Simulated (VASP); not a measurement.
Computed with optB88-vdW, VASP's PBE PAW potentials (set 64) (plane waves; VASP).

The input files of a VASP run:

**POSCAR**
```
GaN
1
    0.0000000000     2.3147184873     2.3147184873
    2.3147184873     0.0000000000     2.3147184873
    2.3147184873     2.3147184873     0.0000000000
Ga N
1 1
Direct
  0.0000000000   0.0000000000   0.0000000000
  0.2500000000   0.2500000000   0.2500000000
```

INCAR:
```
SYSTEM  =  GaN
LCHARG  =  .FALSE.
LUSE_VDW  =  .TRUE.
ENCUT  =  520   # plane-wave cut-off (eV)
NELM  =  100   # most electronic steps
ALGO  =  Normal   # blocked Davidson
LMAXMIX  =  4
GGA  =  BO
SIGMA  =  0.05   # width (eV)
ISMEAR  =  0
AGGAC  =  0.0
PARAM1  =  0.1833333333
EDIFF  =  1E-7
LWAVE  =  .FALSE.
LREAL  =  .FALSE.   # projection in real space or not
PARAM2  =  0.22
ISIF  =  2
LASPH  =  .TRUE.   # aspherical one-centre terms
PREC  =  Accurate
```

File KPOINTS:
```
Automatic mesh
0
gamma
10 10 10
```

POTCAR, in this order: Ga_d N (PBE.64 set). Program: vasp_std.

The run wrote:

### OSZICAR
```
       N       E                     dE             d eps       ncg     rms          rms(c)
DAV:   1     0.966108135692E+02    0.96611E+02   -0.98640E+03  1267   0.239E+03
DAV:   2    -0.142053563936E+01   -0.98031E+02   -0.92438E+02  1421   0.361E+02
DAV:   3    -0.932519868535E+01   -0.79047E+01   -0.78503E+01  1387   0.923E+01
DAV:   4    -0.946072687450E+01   -0.13553E+00   -0.13541E+00  1437   0.133E+01
DAV:   5    -0.946286986291E+01   -0.21430E-02   -0.21430E-02  1352   0.147E+00    0.783E+00
DAV:   6    -0.742148260475E+01    0.20414E+01   -0.68021E+00  1863   0.467E+01    0.268E+00
DAV:   7    -0.741464483785E+01    0.68378E-02   -0.34927E-01  1227   0.928E+00    0.172E+00
DAV:   8    -0.740967300768E+01    0.49718E-02   -0.10999E-01  1380   0.483E+00    0.989E-01
DAV:   9    -0.740216847390E+01    0.75045E-02   -0.23699E-02  1828   0.361E+00    0.299E-01
DAV:  10    -0.740269644052E+01   -0.52797E-03   -0.19277E-03  1243   0.621E-01    0.125E-01
DAV:  11    -0.740253383613E+01    0.16260E-03   -0.61078E-04  1873   0.569E-01    0.131E-02
DAV:  12    -0.740253813362E+01   -0.42975E-05   -0.51564E-05  1222   0.809E-02    0.439E-03
DAV:  13    -0.740253822295E+01   -0.89324E-07   -0.18292E-06  1703   0.146E-02    0.591E-03
DAV:  14    -0.740253832332E+01   -0.10038E-06   -0.12999E-07   893   0.364E-03    0.107E-03
DAV:  15    -0.740253832913E+01   -0.58099E-08   -0.13783E-08   641   0.255E-03
   1 F= -.74025383E+01 E0= -.74025383E+01  d E =-.789649E-16
```

### OUTCAR
```
------------------------ aborting loop because EDIFF is reached ----------------------------------------
  FORCE on cell =-STRESS in cart. coord.  units (eV):
  Direction    XX          YY          ZZ          XY          YZ          ZX
  --------------------------------------------------------------------------------------
  Total       -1.3979200     -1.3979200     -1.3979200      0.0000000     -0.0000000      0.0000000
  in kB      -90.2959692    -90.2959692    -90.2959692      0.0000000     -0.0000000      0.0000000
  external PRESSURE =     -90.2959692 kB  Pullay stress =       0.0000000 kB
  volume of cell :       24.80
      direct lattice vectors                 reciprocal lattice vectors
     0.000000000  2.314718487  2.314718487    -0.216008989  0.216008989  0.216008989
     2.314718487  0.000000000  2.314718487     0.216008989 -0.216008989  0.216008989
     2.314718487  2.314718487  0.000000000     0.216008989  0.216008989 -0.216008989
  FREE ENERGIE OF THE ION-ELECTRON SYSTEM (eV)
  ---------------------------------------------------
  free  energy   TOTEN  =        -7.4025383291 eV

  energy  without entropy=       -7.4025383291  energy(sigma->0) =       -7.40253833
```
(Selected blocks of OUTCAR.)

The compound is GaN in the zinc blende structure, a metastable form; wurtzite is the usual one. This cell is one point of a volume scan, at 1.06 of the reference volume.
